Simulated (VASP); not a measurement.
Consider the following.

```yaml
crystal:
  lattice:
    - [0.00000, 3.35287, 3.35287]
    - [3.35287, 0.00000, 3.35287]
    - [3.35287, 3.35287, 0.00000]
  atoms:
    - { symbol: K, position: [0.00000, 0.00000, 0.00000] }
    - { symbol: Br, position: [0.50000, 0.50000, 0.50000] }
```

These are PBE GGA, VASP's PBE PAW potentials (set 64) (plane waves; VASP 6.6.1) values and carry that method's errors. Run with 400 eV cut-off, 8×8×8 Γ-centred mesh, tetrahedra with Blöchl corrections, potentials K_sv Br.

Q: Estimate the energy per atom (σ→0), band gap (on the k-mesh) with the smallest direct gap where there is one.

A: 
```
Property                                             Result
-----------------------------------  ----------------------
band gap (on the k-mesh)                            4.31 eV
smallest direct gap (on the k-mesh)                 4.31 eV
energy per atom (σ→0)                -300.2 kJ/mol of atoms
```

The structure was generated: KBr was put into the rock salt type (Fm-3m), which need not be its known phase. It was relaxed first, which changed the volume by -11 %.
